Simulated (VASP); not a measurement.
Level of theory: LDA (Ceperley-Alder, Perdew-Zunger), VASP's LDA PAW potentials (set 64) (plane waves; VASP).

Input for VASP

File KPOINTS:
```
Regular mesh
0
gamma
 14 14 14
```

INCAR:
```
# general
SYSTEM   =  FeAl
PREC     =  Accurate
ENCUT    =  400   # plane-wave cut-off (eV)
LREAL    =  .FALSE.   # projection in real space or not
LASPH    =  .TRUE.   # aspherical one-centre terms

# electronic loop
EDIFF    =  1E-7
NELM     =  100
ALGO     =  Normal   # blocked Davidson
LMAXMIX  =  4   # l cut-off of mixed one-centre charges

# smearing
ISMEAR   =  -5

# ions
ISIF     =  2   # forces and stress, cell fixed

# output
LWAVE    =  .FALSE.
LCHARG   =  .TRUE.
LORBIT   =  11   # lm-projected
NEDOS    =  601   # DOS grid
```

**POSCAR**
```
FeAl
1
    2.8121747886     0.0000000000     0.0000000000
    0.0000000000     2.8121747886     0.0000000000
    0.0000000000     0.0000000000     2.8121747886
Al Fe
1 1
Direct
  0.5000000000   0.5000000000   0.5000000000
  0.0000000000   0.0000000000   0.0000000000
```

POTCAR, in this order: Al Fe (LDA.64 set). Program: vasp_std.

Problem. What will the output report for the number of irreducible k-points (NKPTS), number of bands (NBANDS), largest plane-wave count, number of space-group operations, FFT grid (NGX, NGY, NGZ)?

Solution. 
- number of irreducible k-points (NKPTS): 120
- number of bands (NBANDS): 9
- largest plane-wave count: 437
- number of space-group operations: 48
- FFT grid (NGX, NGY, NGZ): 18 × 18 × 18

The compound is FeAl in the CsCl type structure. It was relaxed first, which changed the volume by -10 %. The run is not spin-polarised, so no magnetic state was tried. The electron count is odd and the run is not spin-polarised, which forces a metal.
